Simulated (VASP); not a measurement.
# La2Cu2C (P4/mbm) in VASP: notebook, part 2 of 2

VASP 6.6.1.

**3. Single point, r2SCAN**

INCAR

```
PREC = Accurate
ENCUT = 520
EDIFF = 1E-6
ISMEAR = -1
SIGMA = 0.1
LREAL = F
LASPH = T
NELM = 80
ALGO = Normal
ISIF = 2
LWAVE = F
LCHARG = F
METAGGA = R2SCAN
LMIXTAU = T
NBANDS = 59
```

KPOINTS

```
regular mesh
0
Gamma
  3 3 5
```

POSCAR

```
La2Cu2C
1.0
    7.3799200000      0.0000000000      0.0000000000
    0.0000000000      7.3799200000      0.0000000000
    0.0000000000      0.0000000000      3.7816420000
C Cu La
2 4 4
Direct
    0.0000000000      0.0000000000      0.0000000000
    0.5000000000      0.5000000000      0.0000000000
    0.3827300000      0.8827300000      0.0000000000
    0.1172700000      0.3827300000      0.0000000000
    0.6172700000      0.1172700000      0.0000000000
    0.8827300000      0.6172700000      0.0000000000
    0.1783800000      0.6783800000      0.5000000000
    0.3216200000      0.1783800000      0.5000000000
    0.8216200000      0.3216200000      0.5000000000
    0.6783800000      0.8216200000      0.5000000000
```

Potentials or basis: VASP PAW PBE potentials, release 64 (C, Cu, La).

Command:

```sh
> cat potpaw_PBE.64/C/POTCAR potpaw_PBE.64/Cu/POTCAR potpaw_PBE.64/La/POTCAR > POTCAR
> mpirun -np 1 vasp_std > vasp.out
```

OUTCAR:

```text
PREC = Accurate
   ENCUT = 520
   EDIFF = 1E-6
   ISMEAR = -1
   LREAL = F
   LASPH = T
   NELM = 80
   ISIF = 2
   METAGGA = R2SCAN

 ion  position               nearest neighbor table
   1  0.000  0.000  0.000-
   2  0.500  0.500  0.000-
   3  0.383  0.883  0.000-   5 2.45   7 2.85   7 2.85  10 2.92   8 2.92   8 2.92  10 2.92
   4  0.117  0.383  0.000-   6 2.45   8 2.85   8 2.85   9 2.92   7 2.92   7 2.92   9 2.92
   5  0.617  0.117  0.000-   3 2.45   9 2.85   9 2.85  10 2.92   8 2.92   8 2.92  10 2.92
   6  0.883  0.617  0.000-   4 2.45  10 2.85  10 2.85   7 2.92   7 2.92   9 2.92   9 2.92
   7  0.178  0.678  0.500-   3 2.85   3 2.85   6 2.92   4 2.92   4 2.92   6 2.92
   8  0.322  0.178  0.500-   4 2.85   4 2.85   5 2.92   3 2.92   3 2.92   5 2.92
   9  0.822  0.322  0.500-   5 2.85   5 2.85   6 2.92   4 2.92   4 2.92   6 2.92
  10  0.678  0.822  0.500-   6 2.85   6 2.85   3 2.92   3 2.92   5 2.92   5 2.92

  LATTYP: Found a simple tetragonal cell.
 ALAT       =     7.3799200000
 C/A-ratio  =     0.5124231699

  Lattice vectors:

 A1 = (   7.3799200000,   0.0000000000,   0.0000000000)
 A2 = (   0.0000000000,   7.3799200000,   0.0000000000)
 A3 = (   0.0000000000,   0.0000000000,   3.7816420000)

Analysis of symmetry for initial positions (statically):
=====================================================================
 Subroutine PRICEL returns:
 Original cell was already a primitive cell.

 Routine SETGRP: Setting up the symmetry group for a
 simple tetragonal supercell.

 Subroutine GETGRP returns: Found 16 space group operations
 (whereof  8 operations were pure point group operations)
 out of a pool of 16 trial point group operations.

The static configuration has the point symmetry C_4h.
 The point group associated with its full space group is D_4h.

Analysis of symmetry for dynamics (positions and initial velocities):
=====================================================================
 Subroutine PRICEL returns:
 Original cell was already a primitive cell.

 Routine SETGRP: Setting up the symmetry group for a
 simple tetragonal supercell.

 Subroutine GETGRP returns: Found 16 space group operations
 (whereof  8 operations were pure point group operations)
 out of a pool of 16 trial point group operations.

The dynamic configuration has the point symmetry C_4h.
 The point group associated with its full space group is D_4h.

 Subroutine INISYM returns: Found 16 space group operations
 (whereof  8 operations are pure point group operations),
 and found     1 'primitive' translations

----------------------------------------------------------------------------------------

                                     Primitive cell

  volume of cell :     205.9604

  direct lattice vectors                    reciprocal lattice vectors
     7.379920000  0.000000000  0.000000000     0.135502824  0.000000000  0.000000000
     0.000000000  7.379920000  0.000000000     0.000000000  0.135502824  0.000000000
     0.000000000  0.000000000  3.781642000     0.000000000  0.000000000  0.264435396

  length of vectors
     7.379920000  7.379920000  3.781642000     0.135502824  0.135502824  0.264435396
[... 60 lines left out ...]
  0.000000  0.000000  0.400000      2.000000
  0.333333  0.000000  0.400000      8.000000
  0.333333  0.333333  0.400000      8.000000
   k-points           NKPTS =      9   k-points in BZ     NKDIM =      9   number of bands    NBANDS=     59
   number of dos      NEDOS =    301   number of ions     NIONS =     10
   total plane-waves  NPLWV =  87808
   dimension x,y,z NGX =    56 NGY =   56 NGZ =   28
   dimension x,y,z NGXF=   112 NGYF=  112 NGZF=   56
   ions per type =               2   4   4
   NGX,Y,Z   is equivalent  to a cutoff of  12.62, 12.62, 12.31 a.u.
   NGXF,Y,Z  is equivalent  to a cutoff of  25.23, 25.23, 24.62 a.u.
 SYSTEM =  unknown system
   PREC   = accura    normal or accurate (medium, high low for compatibility)
   ISTART =      0    job   : 0-new  1-cont  2-samecut
   ICHARG =      2    charge: 1-file 2-atom 10-const
   ISPIN  =      1    spin polarized calculation?
   LNONCOLLINEAR =      F non collinear calculations
   LSORBIT =      F    spin-orbit coupling
   LASPH  =      T    aspherical Exc in radial PAW
   ENCUT  =  520.0 eV  38.22 Ry    6.18 a.u.  13.72 13.72  7.03*2*pi/ulx,y,z
   NELM   =     80;   NELMIN=  2; NELMDL= -5     # of ELM steps
   EDIFF  = 0.1E-05   stopping-criterion for ELM
   LREAL  =      F    real-space projection
   EDIFFG = 0.1E-04   stopping-criterion for IOM
   NSW    =      0    number of steps for IOM
   IBRION =     -1    ionic relax: 0-MD 1-quasi-New 2-CG
   NFREE  =      0    steps in history (QN), initial steepest desc. (CG)
   ISIF   =      2    stress and relaxation
   ISYM   =      2    0-nonsym 1-usesym 2-fastsym
   POTIM  = 0.5000    time-step for ionic-motion
   TEBEG  =    0.0;   TEEND  =   0.0 temperature during run
   PSTRESS=    0.0 pullay stress
   NELECT =      96.0000    total number of electrons
   NUPDOWN=      -1.0000    fix difference up-down
   EMIN   =  10.00;   EMAX   =-10.00  energy-range for DOS
   EFERMI =   0.00;   METHOD = LEGACY
   ISMEAR =    -1;   SIGMA  =   0.10  broadening in eV -4-tet -1-fermi 0-gaus
   EFERMI_NEDOS =   21; number of points for ismear=-14 and -15
   IALGO  =     38    algorithm
   IMIX   =      4    mixing-type and parameters
     AMIX     =   0.40;   BMIX     =  1.00
     AMIX_MAG =   1.60;   BMIX_MAG =  1.00
  volume/ion in A,a.u.               =      20.60       138.99
  Fermi-wavevector in a.u.,A,eV,Ry     =   1.269319  2.398664 21.921297  1.611170
  Thomas-Fermi vector in A             =   2.402366
   LORBIT       =      0    0 simple, 1 ext, 2 COOP (PROOUT), +10 PAW based schemes
   METAGGA = R2SCAN    functional components
   LHFCALC =     F    Hartree Fock is set to
   AEXX    =    0.0000 exact exchange contribution
   IVDW    =     0    specifies the selected vdW correction
   LEPSILON=     F    determine dielectric tensor
   LRPA    =     F    only Hartree local field effects (RPA)
 non-spin polarized calculation
  energy-cutoff  :      520.00
  volume of cell :      205.96
 maximum number of plane-waves:      5574
 NGX is ok and might be reduce to    56
   NGX = 27   NGY = 27   NGZ = 15

 number of electron      96.0000037 magnetization

 Free energy of the ion-electron system (eV)
  ---------------------------------------------------
  ext. energy  EPLUGINS =         0.00000000
  ---------------------------------------------------
  free energy    TOTEN  =      -175.94476623 eV

  energy without entropy =     -175.76789845  energy(sigma->0) =     -175.85633234

 E-fermi :   7.7411     XC(G=0): -11.2723

 val. band max:        7.6995202393   @ k =   0.3333   0.3333   0.4000
 cond. band min:       7.7968020202   @ k =   0.0000   0.0000   0.2000
 fundamental gap:      0.0972817809
 Fermi energy:         7.7410523354

 k-point     1 :       0.0000    0.0000    0.0000
  band No.  band energies     occupation
      1     -26.0792      2.00000
      2     -25.9789      2.00000
      3     -25.9789      2.00000
      4     -25.9655      2.00000
      5     -10.1469      2.00000
      6      -9.6124      2.00000
[... 547 lines left out ...]
     58      10.1320      0.00000
     59      10.1690      0.00000

------------------------ aborting loop because EDIFF is reached ----------------------------------------

  FORCE on cell =-STRESS in cart. coord.  units (eV):
  Direction    XX          YY          ZZ          XY          YZ          ZX
  --------------------------------------------------------------------------------------
  -------------------------------------------------------------------------------------
  Total       -2.2895989     -2.2895989      3.4407831      0.0000000      0.0000000      0.0000000
  in kB      -17.8109169    -17.8109169     26.7660420      0.0000000      0.0000000      0.0000000
  external PRESSURE =      -2.9519306 kB  Pullay stress =       0.0000000 kB

 VOLUME and BASIS-vectors are now :
 -----------------------------------------------------------------------------
  energy-cutoff  :      520.00
  volume of cell :      205.96
      direct lattice vectors                 reciprocal lattice vectors
     7.379920000  0.000000000  0.000000000     0.135502824  0.000000000  0.000000000
     0.000000000  7.379920000  0.000000000     0.000000000  0.135502824  0.000000000
     0.000000000  0.000000000  3.781642000     0.000000000  0.000000000  0.264435396

 POSITION                                       TOTAL-FORCE (eV/Angst)
 -----------------------------------------------------------------------------------
      0.00000      0.00000      0.00000        -0.000000      0.000000     -0.000000
      3.68996      3.68996      0.00000        -0.000000      0.000000     -0.000000
      2.82452      6.51448      0.00000        -0.047178     -0.047178     -0.000000
      0.86544      2.82452      0.00000         0.047178     -0.047178      0.000000
      4.55540      0.86544      0.00000         0.047178      0.047178      0.000000
      6.51448      4.55540      0.00000        -0.047178      0.047178     -0.000000
      1.31643      5.00639      1.89082         0.592060      0.592060     -0.000000
      2.37353      1.31643      1.89082        -0.592060      0.592060      0.000000
      6.06349      2.37353      1.89082        -0.592060     -0.592060      0.000000
      5.00639      6.06349      1.89082         0.592060     -0.592060     -0.000000
 -----------------------------------------------------------------------------------
    total drift:                               -0.000000     -0.000000     -0.000000

  FREE ENERGIE OF THE ION-ELECTRON SYSTEM (eV)
  ---------------------------------------------------
  free  energy   TOTEN  =      -175.9447662299 eV

  energy  without entropy=     -175.7678984472  energy(sigma->0) =     -175.85633234
```

It took 9.6 min on 1 thread of Intel Xeon Platinum 8375C at 2.90GHz (Ice Lake), shared host; peak memory 0.37 GiB.

What came out:

```yaml
Free_energy: -175.9448 eV
Pressure: -0.3 GPa
Largest_force: 0.837 eV/Å
Band_gap_on_the_k_mesh: none (metal or under the smearing width)
```

Forces in eV/Å, atoms in the order of the input:
```
C    0.000  0.000  0.000
C    0.000  0.000  0.000
Cu  -0.047 -0.047  0.000
Cu   0.047 -0.047  0.000
Cu   0.047  0.047  0.000
Cu  -0.047  0.047  0.000
La   0.592  0.592  0.000
La  -0.592  0.592  0.000
La  -0.592 -0.592  0.000
La   0.592 -0.592  0.000
```

Caveat: the PAW data sets were made with another functional, which shifts forces and pressure a little. The run has no spin-orbit coupling, so splittings on La are missing.

**4. Single point, r2SCAN**

INCAR

```
  ALGO = Normal
  EDIFF = 1E-7
  ENCUT = 520
  ISIF = 2
  ISMEAR = -1
  LASPH = True
  LCHARG = True
  LELF = True
  LMIXTAU = True
  LREAL = False
  LVHAR = True
  LWAVE = False
  METAGGA = R2SCAN
  NBANDS = 59
  NELECT = 95.0
  NELM = 80
  PREC = Accurate
  SIGMA = 0.1
```

KPOINTS

```
k-points
0
Gamma
  3 3 5
```

POSCAR is that of step 3.

Potentials or basis: VASP PAW PBE potentials, release 64 (C, Cu, La).

Command:

```sh
> cat potpaw_PBE.64/C/POTCAR potpaw_PBE.64/Cu/POTCAR potpaw_PBE.64/La/POTCAR > POTCAR
> mpirun -np 1 vasp_std > vasp.out
```

OUTCAR:

```text
EDIFF = 1E-7
   ENCUT = 520
   ISIF = 2
   ISMEAR = -1
   LASPH = True
   LREAL = False
   METAGGA = R2SCAN
   NELECT = 95.0
   NELM = 80
   PREC = Accurate

 ion  position               nearest neighbor table
   1  0.000  0.000  0.000-
   2  0.500  0.500  0.000-
   3  0.383  0.883  0.000-   5 2.45   7 2.85   7 2.85  10 2.92   8 2.92   8 2.92  10 2.92
   4  0.117  0.383  0.000-   6 2.45   8 2.85   8 2.85   9 2.92   7 2.92   7 2.92   9 2.92
   5  0.617  0.117  0.000-   3 2.45   9 2.85   9 2.85  10 2.92   8 2.92   8 2.92  10 2.92
   6  0.883  0.617  0.000-   4 2.45  10 2.85  10 2.85   7 2.92   7 2.92   9 2.92   9 2.92
   7  0.178  0.678  0.500-   3 2.85   3 2.85   6 2.92   4 2.92   4 2.92   6 2.92
   8  0.322  0.178  0.500-   4 2.85   4 2.85   5 2.92   3 2.92   3 2.92   5 2.92
   9  0.822  0.322  0.500-   5 2.85   5 2.85   6 2.92   4 2.92   4 2.92   6 2.92
  10  0.678  0.822  0.500-   6 2.85   6 2.85   3 2.92   3 2.92   5 2.92   5 2.92

  LATTYP: Found a simple tetragonal cell.
 ALAT       =     7.3799200000
 C/A-ratio  =     0.5124231699
[... 192 lines left out ...]
  band No.  band energies     occupation
      1     -26.0757      2.00000
      2     -25.9766      2.00000
      3     -25.9766      2.00000
      4     -25.9637      2.00000
      5     -10.1449      2.00000
      6      -9.6046      2.00000
[... 547 lines left out ...]
     58      10.1135      0.00000
     59      10.1550      0.00000

------------------------ aborting loop because EDIFF is reached ----------------------------------------

  FORCE on cell =-STRESS in cart. coord.  units (eV):
  Direction    XX          YY          ZZ          XY          YZ          ZX
  --------------------------------------------------------------------------------------
  -------------------------------------------------------------------------------------
  Total      -12.6867077    -12.6867077     -7.2605626      0.0000000      0.0000000     -0.0000000
  in kB      -98.6906011    -98.6906011    -56.4803180      0.0000000      0.0000000     -0.0000000
  external PRESSURE =     -84.6205067 kB  Pullay stress =       0.0000000 kB

 VOLUME and BASIS-vectors are now :
 -----------------------------------------------------------------------------
  energy-cutoff  :      520.00
  volume of cell :      205.96
      direct lattice vectors                 reciprocal lattice vectors
     7.379920000  0.000000000  0.000000000     0.135502824  0.000000000  0.000000000
     0.000000000  7.379920000  0.000000000     0.000000000  0.135502824  0.000000000
     0.000000000  0.000000000  3.781642000     0.000000000  0.000000000  0.264435396

 POSITION                                       TOTAL-FORCE (eV/Angst)
 -----------------------------------------------------------------------------------
      0.00000      0.00000      0.00000         0.000000      0.000000      0.000000
      3.68996      3.68996      0.00000         0.000000      0.000000      0.000000
      2.82452      6.51448      0.00000        -0.031336     -0.031336      0.000000
      0.86544      2.82452      0.00000         0.031336     -0.031336      0.000000
      4.55540      0.86544      0.00000         0.031336      0.031336     -0.000000
      6.51448      4.55540      0.00000        -0.031336      0.031336     -0.000000
      1.31643      5.00639      1.89082         0.692009      0.692009      0.000000
      2.37353      1.31643      1.89082        -0.692009      0.692009      0.000000
      6.06349      2.37353      1.89082        -0.692009     -0.692009      0.000000
      5.00639      6.06349      1.89082         0.692009     -0.692009     -0.000000
 -----------------------------------------------------------------------------------
    total drift:                               -0.000000     -0.000000     -0.000000

  FREE ENERGIE OF THE ION-ELECTRON SYSTEM (eV)
  ---------------------------------------------------
  free  energy   TOTEN  =      -183.6190575316 eV

  energy  without entropy=     -183.4331091245  energy(sigma->0) =     -183.52608333
```

OSZICAR:

```text
N       E                     dE             d eps       ncg     rms          rms(c)
DAV:   1     0.952251461150E+03    0.95225E+03   -0.34683E+04  1062   0.253E+03
DAV:   2     0.141322184198E+03   -0.81093E+03   -0.77391E+03  1230   0.462E+02
DAV:   3    -0.147588253908E+03   -0.28891E+03   -0.27880E+03  1678   0.294E+02
[... 17 lines left out ...]
DAV:  21    -0.183619053964E+03   -0.37036E-05   -0.23510E-05  1964   0.340E-02    0.264E-03
DAV:  22    -0.183619057504E+03   -0.35403E-05   -0.35504E-06  1812   0.130E-02    0.152E-03
DAV:  23    -0.183619057756E+03   -0.25162E-06   -0.16067E-06  1540   0.720E-03    0.103E-03
DAV:  24    -0.183619057607E+03    0.14898E-06   -0.32110E-07  1108   0.517E-03    0.557E-04
DAV:  25    -0.183619057532E+03    0.75352E-07   -0.24874E-07   996   0.377E-03
   1 F= -.18361906E+03 E0= -.18352608E+03  d E =-.185948E+00
```

Run time: 11 min. Hardware: 1 thread of Intel Xeon Platinum 8375C at 2.90GHz (Ice Lake), shared host; peak memory 0.38 GiB.

Results:

```
Free energy            : -183.6191 eV
Largest force          : 0.979 eV/Å
Band gap on the k mesh : none (metal or under the smearing width)
```

Forces on the atoms (eV/Å):
```
C    0.000  0.000  0.000
C    0.000  0.000  0.000
Cu  -0.031 -0.031  0.000
Cu   0.031 -0.031  0.000
Cu   0.031  0.031  0.000
Cu  -0.031  0.031  0.000
La   0.692  0.692  0.000
La  -0.692  0.692  0.000
La  -0.692 -0.692  0.000
La   0.692 -0.692  0.000
```

Levels at points of the mesh, in eV from the Fermi level:
```tsv
k point	band 45	band 46	band 47	band 48	band 49	band 50
(0.00, 0.00, 0.00)	-0.03	0.30	0.47	0.63	0.68	0.68
```

Caveat: the cell carries a net charge on a neutralising background, which shifts energy and pressure; the cell is charged against a uniform background, so pressure and absolute levels hang on convention; the PAW data sets were made with another functional, which shifts forces and pressure a little.
